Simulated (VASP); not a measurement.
Input for VASP

File POSCAR:
```
BaF2
1
    0.0000000000     3.1393085296     3.1393085296
    3.1393085296     0.0000000000     3.1393085296
    3.1393085296     3.1393085296     0.0000000000
Ba F
1 2
Direct
  0.0000000000   0.0000000000   0.0000000000
  0.2500000000   0.2500000000   0.2500000000
  0.7500000000   0.7500000000   0.7500000000
```

File KPOINTS:
```
Automatic mesh
0
Gamma
6 6 6
0 0 0
```

### INCAR
```
# general
SYSTEM   =  BaF2
PREC     =  Accurate
ENCUT    =  620
LREAL    =  F
LASPH    =  T

# electronic loop
EDIFF    =  1E-6
NELM     =  100
ALGO     =  Normal
LMAXMIX  =  4

# smearing
ISMEAR   =  0
SIGMA    =  0.05

# functional
GGA      =  PE

# ions
IBRION   =  2
NSW      =  40
ISIF     =  3
EDIFFG   =  -0.02
PSTRESS  =  50

# output
LWAVE    =  F
LCHARG   =  F
```

POTCAR, in this order: Ba_sv F (PBE.64 set). Program: vasp_std.

### Question
Write an equivalent input for Ansatz.

### Answer
One equivalent input (not run):
Ansatz 0.2 input:
```yaml
crystal:
  lattice:
    - [0.0000000, 3.1393085, 3.1393085]
    - [3.1393085, 0.0000000, 3.1393085]
    - [3.1393085, 3.1393085, 0.0000000]
  atoms:
    - { symbol: Ba, position: [0.0000000, 0.0000000, 0.0000000] }
    - { symbol: F, position: [0.2500000, 0.2500000, 0.2500000] }
    - { symbol: F, position: [0.7500000, 0.7500000, 0.7500000] }
kpoints:
  mp_grid: { grid: [6, 6, 6] }
hamiltonian:
  xc: pbe
  pseudopotentials: { kind: paw }
scf:
  occupations: { method: gaussian, width: 0.05 }
  max_iter: 100
relax:
  max_steps: 40
  f_tol: 0.02
  cell: { p_target: 5 }
output: { forces: true, stress: true, eigenvalues: true }
```
What does not carry over: each code has its own PAW files, so the cut-off isn't converted (ENCUT is set for VASP's; basis.ecutwfc is left out, and Ansatz then takes the one that its files recommend); Ansatz stops its SCF on the density residual and VASP on the energy change (EDIFF).

The compound is BaF2 in the fluorite structure. This run relaxes it under an external pressure of 5 GPa. Symmetry was kept, so distortions that lower it aren't found.
